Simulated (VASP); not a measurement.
All values below come from PBE GGA, VASP's PBE PAW potentials (set 64) (plane waves; VASP).

VASP ran on this input.

**INCAR**
```
SYSTEM = LiMg31O31
PREC = Normal
ENCUT = 400
EDIFF = 1E-5
NELM = 100
ALGO = Fast
LREAL = Auto
LASPH = .TRUE.
ISMEAR = 0
SIGMA = 0.05
GGA = PE
LWAVE = .FALSE.
LCHARG = .FALSE.
NELMIN = 4
ISYM = 0
NELECT = 250.0
IBRION = 2
ISIF = 2
NSW = 70
EDIFFG = -0.03
```

**POSCAR**
```
LiMg31O31
1.0
  8.4869590160   0.0000000000   0.0000000000
  0.0000000000   8.4869590160   0.0000000000
  0.0000000000   0.0000000000   8.4869590160
Mg O Li
31 31 1
Cartesian
  4.2434795080   0.0000000000   0.0000000000
  6.3652192620   2.1217397540   0.0000000000
  6.3652192620   0.0000000000   2.1217397540
  0.0000000000   0.0000000000   0.0000000000
  2.1217397540   2.1217397540   0.0000000000
  4.2154555693   4.2321833655   0.0439879086
  6.3652192620   6.3652192620   0.0000000000
  2.1217397540   0.0000000000   2.1217397540
  4.2798206665   2.1304304000   2.0999197824
  6.3351160184   4.2448968302   2.0801366809
  4.2434795080   0.0000000000   4.2434795080
  6.3652192620   2.1217397540   4.2434795080
  6.3652192620   0.0000000000   6.3652192620
  0.0000000000   4.2434795080   0.0000000000
  2.1217397540   6.3652192620   0.0000000000
  0.0000000000   2.1217397540   2.1217397540
  2.1464113439   4.2596386780   2.1634701315
  4.2128755338   6.3341824529   2.1444848042
  0.0000000000   0.0000000000   4.2434795080
  2.1217397540   2.1217397540   4.2434795080
  6.3652192620   6.3652192620   4.2434795080
  2.1217397540   0.0000000000   6.3652192620
  4.2434795080   2.1217397540   6.3652192620
  6.3652192620   4.2434795080   6.3652192620
  0.0000000000   6.3652192620   2.1217397540
  0.0000000000   4.2434795080   4.2434795080
  2.1217397540   6.3652192620   4.2434795080
  0.0000000000   2.1217397540   6.3652192620
  2.1217397540   4.2434795080   6.3652192620
  4.2434795080   6.3652192620   6.3652192620
  0.0000000000   6.3652192620   6.3652192620
  6.3663140797   2.1613483917   2.1616878701
  0.0000000000   4.2434795080   2.1217397540
  0.0000000000   2.1217397540   4.2434795080
  2.1412088380   2.1157394740   2.0871553960
  6.4131960413   6.3825920671   2.1623413659
  0.0000000000   0.0000000000   2.1217397540
  4.2202167533   2.1007515044   4.2392105676
  6.3428391511   4.2389050371   4.2137836384
  0.0000000000   6.3652192620   4.2434795080
  6.3652192620   2.1217397540   6.3652192620
  0.0000000000   4.2434795080   6.3652192620
  0.0000000000   2.1217397540   0.0000000000
  2.0866461785   6.3249146936   2.0843716735
  4.2434795080   0.0000000000   2.1217397540
  2.1445526998   4.2414850726   4.2779620225
  4.2569483120   6.3517080232   4.2488093183
  6.3652192620   0.0000000000   4.2434795080
  2.1217397540   2.1217397540   6.3652192620
  4.2434795080   4.2434795080   6.3652192620
  6.3652192620   6.3652192620   6.3652192620
  0.0000000000   0.0000000000   6.3652192620
  4.2475871962   2.1557554857  -0.0332603924
  6.3491619355   4.1996019299   0.0366976108
  0.0000000000   6.3652192620   0.0000000000
  2.1217397540   0.0000000000   4.2434795080
  2.1217397540   6.3652192620   6.3652192620
  4.2434795080   0.0000000000   6.3652192620
  2.0931047543   4.2769181265   0.0351105494
  4.2474514048   6.3244563978   0.0339563230
  6.3652192620   0.0000000000   0.0000000000
  2.1217397540   0.0000000000   0.0000000000
  4.2075287496   4.2348228098   4.1980318425
```

**KPOINTS**
```
Regular mesh
0
G
  1 1 1
```

POTCAR, in this order: Mg O Li (PBE.64 set). Program: vasp_gam.

The run wrote:

**OUTCAR**
```
 ion  position               nearest neighbor table
   1  0.500  0.000  0.000-  45 2.12  58 2.12  61 2.12  62 2.12  53 2.16  60 2.16   9 2.99  15 3.00
                            22 3.00  23 3.00  30 3.00   3 3.00   5 3.00   7 3.00   8 3.00   2 3.00
   2  0.750  0.250  0.000-  54 2.08  53 2.12  41 2.12  43 2.12  61 2.12  32 2.16   9 2.96  10 2.97
                            23 3.00  24 3.00  28 3.00   4 3.00   1 3.00   3 3.00  13 3.00  14 3.00
   3  0.750  0.000  0.250-  36 2.11  37 2.12  45 2.12  48 2.12  61 2.12  32 2.16   9 2.98  16 3.00
                            19 3.00  21 3.00  25 3.00   2 3.00   4 3.00   7 3.00   1 3.00  11 3.00
   4  0.000  0.000  0.000-  37 2.12  43 2.12  52 2.12  55 2.12  61 2.12  62 2.12  15 3.00  16 3.00
                            22 3.00  25 3.00  28 3.00  31 3.00   2 3.00   3 3.00   5 3.00   7 3.00
   5  0.250  0.250  0.000-  35 2.09  43 2.12  49 2.12  62 2.12  53 2.13  59 2.16   6 2.97  23 3.00
                            28 3.00  29 3.00   4 3.00   1 3.00   8 3.00  14 3.00  16 3.00  22 3.00
   6  0.497  0.499  0.005-  53 2.08  60 2.09  59 2.12  54 2.13  50 2.17  10 2.94   9 2.94  17 2.96
                            18 2.97   5 2.97  15 2.99  29 3.01   2 3.01  23 3.02   7 3.03  30 3.04
   7  0.750  0.750  0.000-  60 2.12  55 2.12  51 2.12  61 2.12  36 2.16  54 2.17  10 2.97  25 3.00
                            30 3.00  31 3.00   3 3.00   4 3.00   1 3.00  13 3.00  14 3.00  24 3.00
   8  0.250  0.000  0.250-  35 2.12  37 2.12  45 2.12  56 2.12  62 2.12  44 2.16  19 3.00  20 3.00
                            25 3.00  27 3.00   1 3.00   4 3.00   5 3.00  11 3.00  15 3.00  16 3.00
   9  0.504  0.251  0.247-  32 2.09  45 2.13  53 2.13  35 2.14  38 2.14   6 2.94  10 2.95   2 2.96
                            63 2.97   3 2.98  12 2.99   1 2.99   5 3.01  17 3.01  11 3.02   8 3.03
  10  0.746  0.500  0.245-  54 2.04  32 2.09  39 2.13  36 2.14  33 2.15   6 2.94   9 2.95   7 2.97
                             2 2.97  18 2.98  14 2.99  63 3.00  25 3.02  16 3.02  21 3.03  12 3.03
  11  0.500  0.000  0.500-  38 2.10  45 2.12  48 2.12  56 2.12  58 2.12  47 2.14  22 3.00  23 3.00
                            27 3.00  30 3.00   3 3.00   8 3.00  12 3.00  13 3.00  20 3.00  21 3.00
  12  0.750  0.250  0.500-  32 2.08  39 2.12  34 2.12  41 2.12  48 2.12  38 2.15   9 2.99  24 3.00
                            26 3.00  28 3.00   3 3.00  11 3.00  13 3.00  16 3.00  19 3.00  23 3.00
  13  0.750  0.000  0.750-  41 2.12  48 2.12  51 2.12  52 2.12  58 2.12  61 2.12  19 3.00  21 3.00
                            23 3.00  28 3.00  30 3.00  31 3.00   1 3.00   2 3.00   4 3.00   7 3.00
  14  0.000  0.500  0.000-  59 2.09  42 2.12  43 2.12  55 2.12  33 2.12  54 2.14  10 2.99  25 3.00
                            28 3.00  29 3.00  31 3.00   5 3.00   7 3.00   2 3.00  15 3.00  16 3.00
  15  0.250  0.750  0.000-  44 2.09  59 2.09  57 2.12  55 2.12  62 2.12  60 2.13   6 2.99  18 3.00
                            29 3.00  30 3.00  31 3.00   1 3.00   8 3.00  14 3.00   4 3.00  22 3.00
  16  0.000  0.250  0.250-  32 2.12  33 2.12  34 2.12  37 2.12  43 2.12  35 2.14  14 3.00  19 3.00
                            20 3.00  26 3.00   2 3.00   3 3.00   4 3.00   5 3.00   8 3.00  12 3.00
  17  0.253  0.502  0.255-  44 2.07  46 2.11  59 2.13  35 2.15  33 2.15  63 2.90  18 2.93  27 2.96
                             6 2.96  20 2.98  26 2.99  25 3.01   9 3.01  15 3.02  16 3.03   5 3.04
  18  0.496  0.746  0.253-  47 2.10  60 2.11  44 2.13  45 2.15  36 2.20  17 2.93  63 2.94  27 2.96
                             6 2.97  10 2.98  15 3.00   8 3.00  21 3.01  11 3.01   7 3.04   1 3.04
  19  0.000  0.000  0.500-  34 2.12  37 2.12  40 2.12  48 2.12  52 2.12  56 2.12  21 3.00  22 3.00
                            25 3.00  27 3.00  28 3.00  31 3.00   3 3.00   8 3.00  12 3.00  13 3.00
  20  0.250  0.250  0.500-  38 2.10  46 2.12  34 2.12  49 2.12  56 2.12  35 2.16  63 2.97  17 2.98
...
```

OSZICAR:
```
...
RMM:   7    -0.363988343799E+03   -0.63991E+00   -0.13964E+01   316   0.702E+00    0.813E+00
RMM:   8    -0.363687421845E+03    0.30092E+00   -0.17088E+00   316   0.427E+00    0.100E+00
RMM:   9    -0.363696513329E+03   -0.90915E-02   -0.26989E-01   316   0.110E+00    0.561E-01
RMM:  10    -0.363701564359E+03   -0.50510E-02   -0.78758E-02   317   0.602E-01    0.256E-01
RMM:  11    -0.363704122982E+03   -0.25586E-02   -0.98486E-03   316   0.228E-01    0.417E-02
RMM:  12    -0.363704446163E+03   -0.32318E-03   -0.28763E-03   325   0.900E-02    0.267E-02
RMM:  13    -0.363704467206E+03   -0.21042E-04   -0.38952E-04   316   0.424E-02    0.164E-02
RMM:  14    -0.363704476167E+03   -0.89612E-05   -0.83642E-05   260   0.167E-02
   1 F= -.36370448E+03 E0= -.36370448E+03  d E =-.363704E+03
       N       E                     dE             d eps       ncg     rms          rms(c)
DAV:   1    -0.364105010364E+03   -0.40054E+00   -0.13646E+02   324   0.333E+01    0.156E+00
RMM:   2    -0.364294782155E+03   -0.18977E+00   -0.27663E+00   316   0.454E+00    0.860E-01
RMM:   3    -0.364264306059E+03    0.30476E-01   -0.14993E-01   316   0.114E+00    0.662E-01
RMM:   4    -0.364236191189E+03    0.28115E-01   -0.15819E-01   316   0.811E-01    0.268E-01
RMM:   5    -0.364234656286E+03    0.15349E-02   -0.12606E-02   316   0.253E-01    0.119E-01
RMM:   6    -0.364234705526E+03   -0.49239E-04   -0.78614E-03   316   0.161E-01    0.115E-01
RMM:   7    -0.364234474528E+03    0.23100E-03   -0.10417E-03   316   0.722E-02    0.419E-02
RMM:   8    -0.364234529326E+03   -0.54798E-04   -0.88747E-04   316   0.668E-02    0.476E-02
RMM:   9    -0.364234474004E+03    0.55321E-04   -0.13767E-04   298   0.268E-02    0.147E-02
RMM:  10    -0.364234488572E+03   -0.14567E-04   -0.19203E-04   294   0.275E-02    0.220E-02
RMM:  11    -0.364234475769E+03    0.12803E-04   -0.34136E-05   233   0.130E-02    0.577E-03
RMM:  12    -0.364234475508E+03    0.26082E-06   -0.58620E-06   182   0.535E-03
   2 F= -.36423448E+03 E0= -.36423448E+03  d E =-.529999E+00
       N       E                     dE             d eps       ncg     rms          rms(c)
DAV:   1    -0.364236003171E+03   -0.15274E-02   -0.61341E-01   368   0.227E+00    0.104E-01
RMM:   2    -0.364236826898E+03   -0.82373E-03   -0.12227E-02   316   0.303E-01    0.579E-02
RMM:   3    -0.364236681567E+03    0.14533E-03   -0.64975E-04   316   0.753E-02    0.432E-02
RMM:   4    -0.364236554463E+03    0.12710E-03   -0.64338E-04   316   0.517E-02    0.147E-02
RMM:   5    -0.364236550274E+03    0.41894E-05   -0.83502E-05   274   0.190E-02
   3 F= -.36423655E+03 E0= -.36423655E+03  d E =-.532074E+00
       N       E                     dE             d eps       ncg     rms          rms(c)
DAV:   1    -0.364271597980E+03   -0.35044E-01   -0.16347E+01   352   0.117E+01    0.565E-01
RMM:   2    -0.364299502242E+03   -0.27904E-01   -0.33436E-01   317   0.158E+00    0.252E-01
RMM:   3    -0.364298068164E+03    0.14341E-02   -0.17684E-02   316   0.392E-01    0.183E-01
RMM:   4    -0.364296557861E+03    0.15103E-02   -0.79189E-03   316   0.200E-01    0.429E-02
RMM:   5    -0.364296573317E+03   -0.15456E-04   -0.70731E-04   317   0.632E-02    0.204E-02
RMM:   6    -0.364296583272E+03   -0.99552E-05   -0.19061E-04   302   0.278E-02    0.135E-02
RMM:   7    -0.364296583393E+03   -0.12088E-06   -0.48860E-05   241   0.143E-02
   4 F= -.36429658E+03 E0= -.36429658E+03  d E =-.600331E-01
       N       E                     dE             d eps       ncg     rms          rms(c)
DAV:   1    -0.364296979537E+03   -0.39626E-03   -0.81149E+00   352   0.826E+00    0.395E-01
RMM:   2    -0.364310511604E+03   -0.13532E-01   -0.16305E-01   317   0.110E+00    0.177E-01
RMM:   3    -0.364309763882E+03    0.74772E-03   -0.86398E-03   316   0.274E-01    0.128E-01
RMM:   4    -0.364309023383E+03    0.74050E-03   -0.39231E-03   316   0.140E-01    0.298E-02
RMM:   5    -0.364309031895E+03   -0.85118E-05   -0.36097E-04   317   0.448E-02    0.137E-02
RMM:   6    -0.364309037311E+03   -0.54166E-05   -0.89895E-05   285   0.189E-02
   5 F= -.36430904E+03 E0= -.36430904E+03  d E =-.724870E-01
       N       E                     dE             d eps       ncg     rms          rms(c)
DAV:   1    -0.364316595935E+03   -0.75640E-02   -0.20774E+00   344   0.421E+00    0.214E-01
RMM:   2    -0.364320205266E+03   -0.36093E-02   -0.45268E-02   316   0.584E-01    0.103E-01
RMM:   3    -0.364319966457E+03    0.23881E-03   -0.23917E-03   316   0.144E-01    0.748E-02
RMM:   4    -0.364319734617E+03    0.23184E-03   -0.12886E-03   316   0.817E-02    0.215E-02
RMM:   5    -0.364319729014E+03    0.56036E-05   -0.12459E-04   296   0.258E-02    0.834E-03
RMM:   6    -0.364319730857E+03   -0.18437E-05   -0.26683E-05   223   0.101E-02
   6 F= -.36431973E+03 E0= -.36431973E+03  d E =-.106935E-01
       N       E                     dE             d eps       ncg     rms          rms(c)
DAV:   1    -0.364320419065E+03   -0.69005E-03   -0.52436E-01   344   0.212E+00    0.109E-01
RMM:   2    -0.364321311798E+03   -0.89273E-03   -0.11425E-02   316   0.293E-01    0.515E-02
RMM:   3    -0.364321248184E+03    0.63614E-04   -0.60920E-04   316   0.727E-02    0.375E-02
RMM:   4    -0.364321189773E+03    0.58410E-04   -0.32897E-04   316   0.410E-02    0.105E-02
RMM:   5    -0.364321188806E+03    0.96712E-06   -0.31203E-05   228   0.129E-02
   7 F= -.36432119E+03 E0= -.36432119E+03  d E =-.121515E-01
       N       E                     dE             d eps       ncg     rms          rms(c)
DAV:   1    -0.364324048674E+03   -0.28589E-02   -0.67524E-01   344   0.240E+00    0.126E-01
RMM:   2    -0.364325262493E+03   -0.12138E-02   -0.14908E-02   316   0.336E-01    0.576E-02
RMM:   3    -0.364325199961E+03    0.62532E-04   -0.78848E-04   316   0.832E-02    0.420E-02
RMM:   4    -0.364325132727E+03    0.67234E-04   -0.36635E-04   316   0.447E-02    0.117E-02
RMM:   5    -0.364325131486E+03    0.12411E-05   -0.31099E-05   224   0.136E-02
   8 F= -.36432513E+03 E0= -.36432513E+03  d E =-.394268E-02
       N       E                     dE             d eps       ncg     rms          rms(c)
DAV:   1    -0.364325358693E+03   -0.22597E-03   -0.37133E-01   352   0.178E+00    0.922E-02
RMM:   2    -0.364326034536E+03   -0.67584E-03   -0.82034E-03   316   0.249E-01    0.438E-02
RMM:   3    -0.364325999850E+03    0.34685E-04   -0.43332E-04   316   0.617E-02    0.318E-02
RMM:   4    -0.364325962481E+03    0.37370E-04   -0.20661E-04   316   0.337E-02    0.908E-03
RMM:   5    -0.364325961575E+03    0.90580E-06   -0.18141E-05   198   0.103E-02
   9 F= -.36432596E+03 E0= -.36432596E+03  d E =-.477277E-02
       N       E                     dE             d eps       ncg     rms          rms(c)
DAV:   1    -0.364327102231E+03   -0.11398E-02   -0.29482E-01   352   0.158E+00    0.808E-02
RMM:   2    -0.364327559430E+03   -0.45720E-03   -0.60502E-03   316   0.214E-01    0.359E-02
RMM:   3    -0.364327520651E+03    0.38779E-04   -0.32943E-04   316   0.537E-02    0.252E-02
RMM:   4    -0.364327493560E+03    0.27092E-04   -0.15399E-04   304   0.275E-02    0.609E-03
RMM:   5    -0.364327493777E+03   -0.21762E-06   -0.12881E-05   192   0.879E-03
  10 F= -.36432749E+03 E0= -.36432749E+03  d E =-.153220E-02
       N       E                     dE             d eps       ncg     rms          rms(c)
DAV:   1    -0.364327573745E+03   -0.80186E-04   -0.11279E-01   352   0.977E-01    0.494E-02
RMM:   2    -0.364327751146E+03   -0.17740E-03   -0.23159E-03   316   0.132E-01    0.224E-02
RMM:   3    -0.364327736856E+03    0.14290E-04   -0.12605E-04   316   0.332E-02    0.158E-02
RMM:   4    -0.364327726495E+03    0.10362E-04   -0.58982E-05   285   0.170E-02    0.386E-03
RMM:   5    -0.364327726560E+03   -0.65276E-07   -0.50896E-06   191   0.545E-03
  11 F= -.36432773E+03 E0= -.36432773E+03  d E =-.176499E-02
```

OUTCAR:
```
------------------------ aborting loop because EDIFF is reached ----------------------------------------
  FORCE on cell =-STRESS in cart. coord.  units (eV):
  Direction    XX          YY          ZZ          XY          YZ          ZX
  --------------------------------------------------------------------------------------
  Total       -7.0818680     -7.0970550     -7.4362925     -0.0021174     -0.0018168     -0.0029880
  in kB      -18.5610310    -18.6008349    -19.4899503     -0.0055494     -0.0047618     -0.0078313
  external PRESSURE =     -18.8839387 kB  Pullay stress =       0.0000000 kB
  volume of cell :      611.30
      direct lattice vectors                 reciprocal lattice vectors
     8.486959016  0.000000000  0.000000000     0.117827834  0.000000000  0.000000000
     0.000000000  8.486959016  0.000000000     0.000000000  0.117827834  0.000000000
     0.000000000  0.000000000  8.486959016     0.000000000  0.000000000  0.117827834
  FREE ENERGIE OF THE ION-ELECTRON SYSTEM (eV)
  ---------------------------------------------------
  free  energy   TOTEN  =      -364.3277265601 eV

  energy  without entropy=     -364.3277265601  energy(sigma->0) =     -364.32772656

 reached required accuracy - stopping structural energy minimisation
```
(Selected blocks of OUTCAR.)

### CONTCAR
```
LiMg31O31
   1.00000000000000
     8.4869590160000001    0.0000000000000000    0.0000000000000000
     0.0000000000000000    8.4869590160000001    0.0000000000000000
     0.0000000000000000    0.0000000000000000    8.4869590160000001
  Mg              O               Li
    31    31     1
Direct
     0.4999327376801523    0.9998882008249587    0.9989356914975078
     0.7490918459948720    0.2506304659483420    0.9999736240176110
     0.7499261637517458    0.9998118419779479    0.2506946771760302
     0.9999417962483208    0.9999179372725647    0.9998244821070676
     0.2506830188728739    0.2505741693817460    0.9999431832037806
     0.5000231866916707    0.4998698767036175    0.9995838806348293
     0.7491419576212118    0.7491458636113127    0.9999392980755768
     0.2498475704357537    0.9998221709105028    0.2509681736054903
     0.4998441012034038    0.2495225626815769    0.2530629161271011
     0.7502113523119452    0.4998089404406759    0.2531685365352117
     0.4999371611095727    0.9999268955621227    0.5008364962833558
     0.7464097742385287    0.2533440690727352    0.4998365977787212
     0.7491936497138160    0.9999394635747290    0.7490486068602534
     0.9998073205264623    0.4998965868507391    0.9989606852873479
     0.2506519698628530    0.7490864809072743    0.9999575440847501
     0.9998808493500826    0.2498138009129846    0.2507767803920907
     0.2495161944972902    0.4999232709965927    0.2529298262631012
     0.4999315427533469    0.7502503392360952    0.2531384241246414
     0.9999277143225243    0.9998627001836125    0.5003793774653855
     0.2533674690715771    0.2534568790544256    0.4998267337499173
     0.7462766782628706    0.7463115232368738    0.4998680853357675
     0.2505229777993450    0.9997302433367763    0.7491421001089231
     0.4998848678373542    0.2525888496411705    0.7467336421667763
     0.7469785182117794    0.4998348482017227    0.7465885385429475
     0.9996814329764643    0.7498911216139221    0.2509690780222611
     0.9999384641206951    0.4999431472029006    0.5008702723463508
     0.2534292336438191    0.7463645502995320    0.4998230121268639
     0.9997463198605376    0.2505220800383972    0.7491398656244856
     0.2526613058001653    0.4998199182257607    0.7468422458412208
     0.4996567604163106    0.7470350483536725    0.7467324587185449
     0.9998175867187333    0.7492607601425313    0.7491935912770048
     0.7505787187857962    0.2492933803835359    0.2496623165484643
     0.9998776385916588    0.4999570365872930    0.2486146659077773
     0.9996847373470344    0.2487754964127498    0.4999914355138900
     0.2490648906489389    0.2491431549768982    0.2496052851357102
     0.7504193116422253    0.7504976132008603    0.2496837102664936
     0.9998462219188163    0.9997524270657709    0.2495068407597124
     0.4999308099307104    0.2437609777252410    0.4997966744023821
     0.7562567760887644    0.4997963170354977    0.4998990700190917
     0.9998688772134265    0.7510246684831756    0.4999599304938553
     0.7498570855316548    0.2497182849438606    0.7502185052887913
     0.9999348973102263    0.4999183339590722    0.7510737885292480
     0.9998808305302301    0.2494188682026957    0.9999020274260959
     0.2493425413437747    0.7504558441526231    0.2496275463846770
     0.4999304663094948    0.9998716389320247    0.2487343439671779
     0.2436681018853799    0.4998835251588959    0.4997231983209105
     0.4998301065617196    0.7560073662314526    0.4999089850210339
     0.7508795287039202    0.9999021752466091    0.4998985465079475
     0.2498124036707300    0.2497639935709726    0.7501179962860157
     0.4997682032361309    0.4997643496622442    0.7559120882309720
     0.7499655009763977    0.7499751848183249    0.7502028002261627
     0.9998324208417875    0.9998834145038034    0.7506366321705814
     0.4998366426662975    0.2483693070123471    0.9995239461494311
     0.7512413379849970    0.4999084423207231    0.9994531341484735
     0.9999482198782038    0.7503606788020428    0.0001235722385664
     0.2488834584727202    0.9998640129906430    0.5000270663485982
     0.2496451739044964    0.7499392661367092    0.7501093619378548
     0.4998570865461535    0.9999831612395876    0.7508767437241023
     0.2484770045884895    0.4998044785618332    0.9996087569487586
     0.4998362272951628    0.7514340400466668    0.9993273449009550
     0.7504874388114336    0.9997222284301783    0.9999198451308524
     0.2493685582955092    0.9999818387428396    0.9999620134090601
     0.4993492605816552    0.4997548880650049    0.5109004022754304
```

At this cut-off the stress carries a Pulay error, which pulls relaxed volumes low. The cell is charged, with a uniform compensating background. The supercell is sampled at Γ alone, which is coarse: total energies, pressure and levels can be off, energies of defects by several tenths of an eV.

The cell is a supercell with a defect, built from MgO (rock salt): Li_Mg-vac_O, charge -1. The run is not spin-polarised, so no state with unpaired spins was tried.
